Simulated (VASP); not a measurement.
VASP ran on this input.

File KPOINTS:
```
Automatic mesh
0
Gamma
10 10 10
0 0 0
```

**INCAR**
```
SYSTEM=GaN
PREC=Accurate; ENCUT=620; LREAL=.FALSE.
LASPH=.TRUE.
EDIFF=1E-6; NELM=100; ALGO=Normal
LMAXMIX=4
ISMEAR=0; SIGMA=0.05
GGA=PE
IBRION=2; NSW=40; ISIF=3
EDIFFG=-0.02; PSTRESS=200
LWAVE=.FALSE.; LCHARG=.FALSE.
```

**POSCAR**
```
GaN
1
   -0.0000000000     2.2035567451     2.2035567451
    2.2035567451     0.0000000000     2.2035567451
    2.2035567451     2.2035567451    -0.0000000000
Ga N
1 1
Direct
  0.0000000000   0.0000000000   0.0000000000
  0.2500000000   0.2500000000   0.2500000000
```

POTCAR, in this order: Ga_d N (PBE.64 set). Program: vasp_std.

**Question.** Write an equivalent input for Quantum ESPRESSO's pw.x.

**Answer.** One equivalent input (not run):
```
&CONTROL
  calculation = 'vc-relax'
  pseudo_dir = './pseudo'
  outdir = './out'
  tprnfor = .true.
  tstress = .true.
  nstep = 40
  forc_conv_thr = 0.00078
/
&SYSTEM
  ibrav = 0
  nat = 2
  ntyp = 2
  ecutwfc = 84
  occupations = 'smearing'
  smearing = 'gaussian'
  degauss = 0.003675
  input_dft = 'pbe'
/
&ELECTRONS
  conv_thr = 7.3e-08
  electron_maxstep = 100
/
&IONS
/
&CELL
  press = 200
/
ATOMIC_SPECIES
  Ga 69.723 Ga.upf
  N 14.007 N.upf
CELL_PARAMETERS angstrom
    -0.0000000    2.2035567    2.2035567
     2.2035567    0.0000000    2.2035567
     2.2035567    2.2035567   -0.0000000
ATOMIC_POSITIONS crystal
  Ga   0.0000000  0.0000000  0.0000000
  N    0.2500000  0.2500000  0.2500000
K_POINTS automatic
  10 10 10 0 0 0
```
What does not carry over: the potentials are each code's own (VASP's PAW set, PseudoDojo norm-conserving files in pw.x), so ENCUT and ecutwfc are chosen apart and not converted; conv_thr bounds pw.x's estimated SCF error, while EDIFF bounds the energy change between steps; forc_conv_thr acts on force components and is met together with etot_conv_thr.

The compound is GaN in the zinc blende structure, a metastable form; wurtzite is the usual one. It was relaxed first under an external pressure of 20 GPa.
